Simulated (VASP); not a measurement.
An input for Ansatz (written as the equivalent of a VASP run, and not itself run):

Ansatz 0.2 input:
```yaml
crystal:
  lattice:
    - [6.9498550, 0.0000000, 0.0000000]
    - [-3.4749270, 6.0187510, 0.0000000]
    - [0.0000000, 0.0000000, 4.2270140]
  atoms:
    - { symbol: Ba, position: [0.0040000, -0.0020500, -0.0019820] }
    - { symbol: Ba, position: [0.3318070, 0.6663140, 0.5011350] }
    - { symbol: Ba, position: [0.6641930, 0.3357370, 0.5008470] }
kpoints:
  mp_grid: { grid: [3, 3, 4] }
hamiltonian:
  xc: pbe
  pseudopotentials: { kind: paw }
scf:
  occupations: { method: fermi_dirac, width: 0.1 }
  max_iter: 100
output: { forces: true, stress: true, eigenvalues: true }
```

### Question
Write the VASP files for the same calculation (PBE).

### Answer
This is not unique; one that fits is 
POSCAR:
```
Ba
1
    6.9498550000     0.0000000000     0.0000000000
   -3.4749270000     6.0187510000     0.0000000000
    0.0000000000     0.0000000000     4.2270140000
Ba
3
Direct
  0.0040000000  -0.0020500000  -0.0019820000
  0.3318070000   0.6663140000   0.5011350000
  0.6641930000   0.3357370000   0.5008470000
```

### KPOINTS
```
Automatic mesh
0
Gamma
3 3 4
0 0 0
```

**INCAR**
```
ALGO  =  Normal
EDIFF  =  1E-6
ENCUT  =  300
GGA  =  PE
ISIF  =  2
ISMEAR  =  -1
LASPH  =  T
LCHARG  =  F
LMAXMIX  =  4
LREAL  =  F
LWAVE  =  F
NELM  =  100
PREC  =  Accurate
SIGMA  =  0.1
SYSTEM  =  Ba
```

POTCAR, in this order: Ba_sv (PBE.64 set). Program: vasp_std.

The two are equivalent in intent, not identical: each code has its own PAW files, so the cut-off isn't converted (ENCUT is set for VASP's; basis.ecutwfc is left out, and Ansatz then takes the one that its files recommend); Ansatz stops its SCF on the density residual and VASP on the energy change (EDIFF).

The structure was generated: Ba was put into an ordered model structure, which need not be its known phase. The cell was not relaxed at this level, atoms are displaced from their ideal sites. The k-mesh is coarse (spacing up to 0.37 per Å, 2π included), so the numbers may not be converged in it.
